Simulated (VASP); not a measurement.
**SnTe: lattice, stiffness and zone-centre modes**

What lattice, stiffness and vibrations does SnTe have at one level of theory? The starting structure is a measured crystal structure from the Crystallography Open Database. All runs use LDA.

Calculated with VASP 6.6.1; Kohn-Sham DFT with plane waves and PAW; LDA.

### Step 1. The structure

It takes space group Fm-3m (No. 225, cubic). The conventional cell has a = 6.320 Å, b = 6.320 Å, c = 6.320 Å, α = 90.00°, β = 90.00°, γ = 90.00°. Te has 6 Sn at 3.16 Å nearest. Nearest to Sn lie 6 Te at 3.16 Å. Farther neighbours and most contacts between anions are not listed.

As a file:

```cif
data_structure
_symmetry_space_group_name_H-M 'P 1'
_symmetry_Int_Tables_number 1
_cell_length_a 4.4689
_cell_length_b 4.4689
_cell_length_c 4.4689
_cell_angle_alpha 60.000
_cell_angle_beta 60.000
_cell_angle_gamma 60.000
_cell_volume 63.11
loop_
_atom_site_label
_atom_site_type_symbol
_atom_site_fract_x
_atom_site_fract_y
_atom_site_fract_z
_atom_site_occupancy
Te1 Te 0.50000 0.50000 0.50000 1
Sn2 Sn 0.00000 0.00000 0.00000 1
```

### Step 2. Relaxation

This run starts from the cell of an earlier relaxation, which isn't shown; the restart sets up the plane waves anew.

INCAR

```
SYSTEM = SnTe
PREC = Accurate
ENCUT = 500
EDIFF = 1E-07
NELM = 100
ISMEAR = 0
SIGMA = 0.03
LREAL = .FALSE.
ALGO = Normal
GGA = CA
NBANDS = 16
LORBIT = 11
LWAVE = .FALSE.
LCHARG = .FALSE.
KPAR = 4
IBRION = 2
NSW = 50
ISIF = 3
EDIFFG = -0.002
```

POSCAR

```
SnTe
1.0
    0.0000000000      3.1186439355      3.1186439355
    3.1186439355      0.0000000000      3.1186439355
    3.1186439355      3.1186439355      0.0000000000
Te Sn
1 1
Direct
    0.5000000000      0.5000000000      0.5000000000
    0.0000000000      0.0000000000      0.0000000000
```

KPOINTS

```
Automatic mesh
0
Gamma
6 6 6
0 0 0
```

PAW data sets: Te and Sn_d (LDA family, release 64).

On the command line:

```bash
mpirun -np 4 vasp_std
```

Log:

```text
[banner, memory and clock lines left out]
running    4 mpi-ranks, on    1 nodes
 distrk:  each k-point on    1 cores,    4 groups
 distr:  one band on    1 cores,    1 groups

 POSCAR found type information on POSCAR TeSn
 POSCAR found :  2 types and       2 ions
 LDA part: xc-table for (Slater(with rela. corr.)+CA(PZ))
 , standard interpolation
 POSCAR, INCAR and KPOINTS ok, starting setup
 FFT: planning ... GRIDC
 FFT: planning ... GRID_SOFT
 FFT: planning ... GRID
 WAVECAR not read
 entering main loop
       N       E                     dE             d eps       ncg     rms          rms(c)
DAV:   1     0.121717132184E+03    0.12172E+03   -0.93934E+03   520   0.139E+03
DAV:   2     0.151917252647E+01   -0.12020E+03   -0.11762E+03   560   0.361E+02
DAV:   3    -0.859498995797E+01   -0.10114E+02   -0.10070E+02   640   0.882E+01
DAV:   4    -0.887942468658E+01   -0.28443E+00   -0.28438E+00   632   0.162E+01
DAV:   5    -0.889222891205E+01   -0.12804E-01   -0.12804E-01   768   0.315E+00    0.553E+00
DAV:   6    -0.883982205463E+01    0.52407E-01   -0.10689E-01   744   0.247E+00    0.350E+00
DAV:   7    -0.883525305160E+01    0.45690E-02   -0.42761E-02   664   0.116E+00    0.644E-01
DAV:   8    -0.883417463053E+01    0.10784E-02   -0.73839E-03   656   0.716E-01    0.159E-01
DAV:   9    -0.883421133466E+01   -0.36704E-04   -0.53785E-04   672   0.216E-01    0.560E-02
DAV:  10    -0.883419418805E+01    0.17147E-04   -0.66185E-05   672   0.761E-02    0.259E-02
DAV:  11    -0.883419472603E+01   -0.53798E-06   -0.17367E-05   656   0.364E-02    0.995E-03
DAV:  12    -0.883419428963E+01    0.43640E-06   -0.20811E-06   664   0.142E-02    0.676E-03
DAV:  13    -0.883419428043E+01    0.92000E-08   -0.34364E-07   632   0.429E-03
   1 F= -.88341943E+01 E0= -.88341943E+01  d E =-.883419E+01
 curvature:   0.00 expect dE= 0.000E+00 dE for cont linesearch  0.000E+00
 trial: gam= 0.00000 g(F)=  0.469E-63 g(S)=  0.337E-06 ort = 0.000E+00 (trialstep = 0.100E+01)
 search vector abs. value=  0.337E-06
 reached required accuracy - stopping structural energy minimisation
```

Wall time 4.2 s (4 MPI ranks of Intel Xeon Platinum 8488C (Sapphire Rapids), shared host); peak memory 0.59 GiB; 13 s of CPU time.

Lines that name or quote the potential files are left out of all logs, and their timing lines are given in words.

Parts of OUTCAR (step 2):

```text
ion  position               nearest neighbor table
   1  0.500  0.500  0.500-   2 3.12   2 3.12   2 3.12   2 3.12   2 3.12   2 3.12
   2  0.000  0.000  0.000-   1 3.12   1 3.12   1 3.12   1 3.12   1 3.12   1 3.12

  LATTYP: Found a face centered cubic cell.
 ALAT       =     6.2372878710

 Subroutine GETGRP returns: Found 48 space group operations
 (whereof 48 operations were pure point group operations)

The static configuration has the point symmetry O_h .

 Found     16 irreducible k-points:

   k-points           NKPTS =     16   k-points in BZ     NKDIM =     16   number of bands    NBANDS=     16

   dimension x,y,z NGX =    32 NGY =   32 NGZ =   32
   dimension x,y,z NGXF=    64 NGYF=   64 NGZF=   64

   ENCUT  =  500.0 eV  36.75 Ry    6.06 a.u.   8.04  8.04  8.04*2*pi/ulx,y,z

   NELECT =      20.0000    total number of electrons

 k-points in reciprocal lattice and weights: Automatic mesh
   0.00000000  0.00000000  0.00000000       0.005
   0.16666667  0.00000000  0.00000000       0.037
   0.33333333  0.00000000  0.00000000       0.037
   0.50000000  0.00000000  0.00000000       0.019
   0.16666667  0.16666667  0.00000000       0.028
   0.33333333  0.16666667  0.00000000       0.111
   0.50000000  0.16666667  0.00000000       0.111
  -0.33333333  0.16666667  0.00000000       0.111
  -0.16666667  0.16666667  0.00000000       0.056
[...]
-0.33333333  0.33333333  0.16666667       0.111
  -0.33333333  0.50000000  0.16666667       0.056

 average (electrostatic) potential at core
       1 -88.3959       2-100.0644

 E-fermi :   7.1618

 k-point     1 :       0.0000    0.0000    0.0000
  band No.  band energies     occupation
    ...
      6      -5.9220      2.00000
      7       2.4559      2.00000
      8       4.9216      2.00000
      9       4.9216      2.00000
     10       4.9216      2.00000
     11      10.4772      0.00000
     12      10.4772      0.00000
     13      10.4772      0.00000
     14      11.8523      0.00000
     15      11.8523      0.00000
    ...

 k-point     2 :       0.1667    0.0000    0.0000
  band No.  band energies     occupation
    ...
      6      -5.6795      2.00000
      7       1.2548      2.00000
      8       4.9673      2.00000
      9       4.9673      2.00000
     10       5.7207      2.00000
     11       9.4055      0.00000
     12       9.4055      0.00000
     13       9.4582      0.00000
     14      11.8177      0.00000
     15      12.4215      0.00000
    ...

 k-point     3 :       0.3333    0.0000    0.0000
  band No.  band energies     occupation
    ...
      6      -5.0425      2.00000
      7      -0.5144      2.00000
      8       5.1335      2.00000
      9       5.1335      2.00000
     10       6.5165      2.00000
     11       8.0213      0.00000
     12       8.0213      0.00000
     13       8.1119      0.00000
     14      12.9658      0.00000
     15      13.9685      0.00000
    ...

  Total       -0.0021580     -0.0021580     -0.0021580     -0.0000000      0.0000000      0.0000000
  in kB       -0.0569934     -0.0569934     -0.0569934     -0.0000000      0.0000000      0.0000000
  external PRESSURE =      -0.0569934 kB  Pullay stress =       0.0000000 kB

  energy-cutoff  :      500.00
  volume of cell :       60.66
      direct lattice vectors                 reciprocal lattice vectors
     0.000000000  3.118643936  3.118643936    -0.160326094  0.160326094  0.160326094
     3.118643936  0.000000000  3.118643936     0.160326094 -0.160326094  0.160326094
     3.118643936  3.118643936  0.000000000     0.160326094  0.160326094 -0.160326094

 POSITION                                       TOTAL-FORCE (eV/Angst)
 -----------------------------------------------------------------------------------
      3.11864      3.11864      3.11864        -0.000000      0.000000     -0.000000
      0.00000      0.00000      0.00000         0.000000      0.000000      0.000000
 -----------------------------------------------------------------------------------
    total drift:                                0.000000     -0.000000     -0.000000

  FREE ENERGIE OF THE ION-ELECTRON SYSTEM (eV)
  ---------------------------------------------------
  free  energy   TOTEN  =        -8.8341942804 eV

  energy  without entropy=       -8.8341942765  energy(sigma->0) =       -8.83419428

 reached required accuracy - stopping structural energy minimisation

 total charge
# of ion       s       p       d       tot
------------------------------------------
    1        1.399   1.967   0.035   3.400
    2        1.366   0.783   9.987  12.135
--------------------------------------------------
tot          2.764   2.750  10.022  15.536

[... 3 further parts left out ...]
```

CONTCAR:

```
SnTe
   1.00000000000000
     0.0000000000000000    3.1186439355000002    3.1186439355000002
     3.1186439355000002    0.0000000000000000    3.1186439355000002
     3.1186439355000002    3.1186439355000002    0.0000000000000000
  Te              Sn
     1     1
Direct
     0.5000000000000000    0.5000000000000000    0.5000000000000000
     0.0000000000000000    0.0000000000000000    0.0000000000000000
```

The run keeps the 48 symmetry operations of its start, so it cannot find a distortion of lower symmetry.

The relaxed cell holds 30.332 Å³ an atom, with a = 6.237 Å (-1.3 % against the database cell). Pressures at 0.985 and 1.015 times this volume, from two more relaxations that aren't shown, give a bulk modulus of 52.8 GPa.

### Step 3. Elastic constants

INCAR

```
SYSTEM = SnTe
PREC = Accurate
ENCUT = 700
EDIFF = 1E-08
NELM = 100
ISMEAR = 0
SIGMA = 0.03
LREAL = .FALSE.
ALGO = Normal
GGA = CA
NBANDS = 16
LORBIT = 11
LWAVE = .FALSE.
LCHARG = .FALSE.
KPAR = 4
IBRION = 6
NFREE = 2
POTIM = 0.015
ISIF = 3
NSW = 1
```

POSCAR is that of step 2.

KPOINTS

```
Automatic mesh
0
Gamma
8 8 8
0 0 0
```

On the command line:

```bash
mpirun -np 4 vasp_std
```

Log:

```text
[... set-up lines as in an earlier step ...]
 entering main loop
       N       E                     dE             d eps       ncg     rms          rms(c)
DAV:   1     0.139593541731E+03    0.13959E+03   -0.11276E+04   936   0.174E+03
DAV:   2     0.397895870149E+01   -0.13561E+03   -0.13215E+03   984   0.414E+02
DAV:   3    -0.853365397370E+01   -0.12513E+02   -0.12306E+02  1208   0.984E+01
DAV:   4    -0.887478462002E+01   -0.34113E+00   -0.34105E+00  1096   0.174E+01
[...]
DAV:  13    -0.883116495673E+01    0.29327E-07   -0.19879E-07  1176   0.278E-03    0.262E-03
DAV:  14    -0.883116494000E+01    0.16730E-07   -0.53127E-08  1192   0.298E-03    0.102E-03
DAV:  15    -0.883116493949E+01    0.50568E-09   -0.12302E-08   768   0.646E-04
   1 F= -.88311649E+01 E0= -.88311649E+01  d E =-.150768E-08
[... from here on, the cycles between the ionic steps are left out ...]
   2 F= -.88258307E+01 E0= -.88258306E+01  d E =-.339247E-07
   3 F= -.88243675E+01 E0= -.88243675E+01  d E =-.889409E-12
   4 F= -.88258307E+01 E0= -.88258306E+01  d E =-.339362E-07
   5 F= -.88243675E+01 E0= -.88243675E+01  d E =-.889561E-12
   6 F= -.88258307E+01 E0= -.88258306E+01  d E =-.339349E-07
   7 F= -.88243675E+01 E0= -.88243675E+01  d E =-.887596E-12
   8 F= -.88304705E+01 E0= -.88304698E+01  d E =-.142914E-05
   9 F= -.88304705E+01 E0= -.88304697E+01  d E =-.142961E-05
  10 F= -.88304705E+01 E0= -.88304698E+01  d E =-.142975E-05
  11 F= -.88304705E+01 E0= -.88304697E+01  d E =-.142981E-05
  12 F= -.88304705E+01 E0= -.88304698E+01  d E =-.142976E-05
  13 F= -.88304705E+01 E0= -.88304697E+01  d E =-.142970E-05
  14 F= -.88311673E+01 E0= -.88311673E+01  d E =-.106249E-08
  15 F= -.88311673E+01 E0= -.88311673E+01  d E =-.106236E-08
  16 F= -.88311653E+01 E0= -.88311653E+01  d E =-.106198E-08
  17 F= -.88311653E+01 E0= -.88311653E+01  d E =-.106252E-08
 Finite differences progress:
  Degree of freedom:   8/  8
  Displacement:        2/  2
  Total:              16/ 16
```

Run time: 7.4 min. Hardware: 4 MPI ranks; peak memory 2 GiB; 27 min of CPU time.

From OUTCAR (step 3):

```text
  Total        0.0263301      0.0241840      0.0241840     -0.0000000      0.0000000      0.0000000
  in kB        0.6954006      0.6387219      0.6387219     -0.0000000      0.0000000      0.0000000
  external PRESSURE =       0.6576148 kB  Pullay stress =       0.0000000 kB

 POSITION                                       TOTAL-FORCE (eV/Angst)
 -----------------------------------------------------------------------------------
      3.11864      3.11864      3.11864         0.000058      0.000000      0.000000
     -0.01500      0.00000      0.00000        -0.000058      0.000000      0.000000
 -----------------------------------------------------------------------------------
    total drift:                                0.000342     -0.000000     -0.000000

  FREE ENERGIE OF THE ION-ELECTRON SYSTEM (eV)
  ---------------------------------------------------
  free  energy   TOTEN  =        -8.8311652682 eV

  energy  without entropy=       -8.8311652672  energy(sigma->0) =       -8.83116527

[... 3 further parts left out ...]
[key lines of the parts left out:]
E-fermi :   7.1649
```

The last energy, forces and stress in OUTCAR belong to the last displaced cell, not to that of POSCAR.

The elastic tensor has C11 = 142.7, C12 = 6.0, C44 = 16.5 GPa; its Hill averages are a bulk modulus of 51.6 and a shear modulus of 30.4 GPa.

### Step 4. Modes of the relaxed cell

INCAR

```
SYSTEM = SnTe
PREC = Accurate
ENCUT = 500
EDIFF = 1E-08
NELM = 100
ISMEAR = 0
SIGMA = 0.03
LREAL = .FALSE.
ALGO = Normal
GGA = CA
NBANDS = 16
LORBIT = 11
LWAVE = .FALSE.
LCHARG = .FALSE.
KPAR = 4
IBRION = 8
LEPSILON = .TRUE.
LPEAD = .TRUE.
ISIF = 2
```

POSCAR is that of step 3.

KPOINTS

```
Automatic mesh
0
Gamma
12 12 12
0 0 0
```

On the command line:

```bash
mpirun -np 4 vasp_std
```

Log:

```text
[... set-up lines as in an earlier step ...]
 entering main loop
       N       E                     dE             d eps       ncg     rms          rms(c)
DAV:   1     0.123730089143E+03    0.12373E+03   -0.94835E+03  2336   0.141E+03
DAV:   2     0.164043272185E+01   -0.12209E+03   -0.11944E+03  2480   0.353E+02
DAV:   3    -0.860834044682E+01   -0.10249E+02   -0.10199E+02  3024   0.898E+01
DAV:   4    -0.887801625211E+01   -0.26968E+00   -0.26963E+00  2704   0.157E+01
[...]
DAV:  13    -0.883262415958E+01    0.26305E-07   -0.17448E-07  3016   0.252E-03    0.382E-03
DAV:  14    -0.883262413896E+01    0.20616E-07   -0.65645E-08  2936   0.327E-03    0.133E-03
DAV:  15    -0.883262413908E+01   -0.12187E-09   -0.13094E-08  1864   0.625E-04
   1 F= -.88326241E+01 E0= -.88326241E+01  d E =-.434948E-09
 Linear response reoptimize wavefunctions to high precision
DAV:   1    -0.883262413902E+01    0.58662E-10   -0.14567E-09  2064   0.265E-04
DAV:   2    -0.883262413903E+01   -0.81855E-11   -0.19384E-10  1584   0.113E-04
 Linear response to external field (no local field effect), progress :
[...]
RMM:  12    -0.487557987429E-01    0.86969E-10    0.24733E-08  7401   0.718E-06    0.438E-07
 first order change of Fermi-energy  -0.66113E-03
 force on displaced ion       1 direction 1 :  -0.246   0.000   0.000
 Born effective charge ion    1 direction 1 : -11.215   0.000   0.000
 Linear response progress:
  Degree of freedom:   2/  2
       N       E                     dE             d eps       ncg     rms          rms(c)
RMM:   1    -0.217600561355E+00   -0.21760E+00    0.33646E-01  6315   0.107E+01
RMM:   2    -0.223026257108E+00   -0.54257E-02   -0.12007E-02  9147   0.880E-01    0.836E-02
RMM:   3    -0.222890402063E+00    0.13586E-03   -0.93171E-04 10059   0.244E-01    0.441E-02
RMM:   4    -0.222635599825E+00    0.25480E-03   -0.84014E-05 10050   0.733E-02    0.810E-03
[...]
RMM:  15    -0.222636542601E+00   -0.64336E-07    0.15737E-08 10702   0.302E-05    0.539E-05
RMM:  16    -0.222636591589E+00   -0.48987E-07    0.41546E-09 10633   0.244E-05    0.192E-06
RMM:  17    -0.222636598492E+00   -0.69032E-08    0.33114E-09  8444   0.202E-05    0.104E-05
 first order change of Fermi-energy   0.49687E-03
 force on displaced ion       2 direction 1 :  -0.266   0.000   0.000
 Born effective charge ion    2 direction 1 :  11.087   0.000   0.000
 Born effective charges drift removed
 Linear response finished
```

Run time: 3.1 min. Hardware: 4 MPI ranks; peak memory 2.6 GiB.

Parts of OUTCAR (step 4):

```text
  Total        0.0098616      0.0098616      0.0098616      0.0000000      0.0000000     -0.0000000
  in kB        0.2604530      0.2604530      0.2604530      0.0000000      0.0000000     -0.0000000
  external PRESSURE =       0.2604530 kB  Pullay stress =       0.0000000 kB

 POSITION                                       TOTAL-FORCE (eV/Angst)
 -----------------------------------------------------------------------------------
      3.11864      3.11864      3.11864         0.000000      0.000000      0.000000
      0.00000      0.00000      0.00000        -0.000000     -0.000000     -0.000000
 -----------------------------------------------------------------------------------
    total drift:                                0.000000     -0.000000     -0.000000

 MACROSCOPIC STATIC DIELECTRIC TENSOR (including local field effects in DFT)
 ------------------------------------------------------
         326.565100    -0.000000     0.000000
          -0.000000   326.565100     0.000000
          -0.000000    -0.000000   326.565100
 ------------------------------------------------------

 MACROSCOPIC STATIC DIELECTRIC TENSOR IONIC CONTRIBUTION
 ------------------------------------------------------
         779.233466    -0.000000     0.000000
          -0.000000   779.233466     0.000000
           0.000000     0.000000   779.233466
 ------------------------------------------------------

[... 1 part as in an earlier step ...]

[... 1 further part left out ...]
```

The zone-centre modes at 30.332 Å³ an atom are T1u 33.7 cm⁻¹.

(Part 1 of 2 ends here.)

[Lines on the potential files, build, host, timing and source positions are cut from VASP's logs without a mark.]

[Logs are printed without paths, hosts, clocks, repeated set-up lines and the standing remarks that a program may print on its own settings, such as how far it seeks lower states.]

[Hosts, paths, dates, database ids (printed as entryN), source tags and the programs' standing remarks are cut or masked in the printed files.]
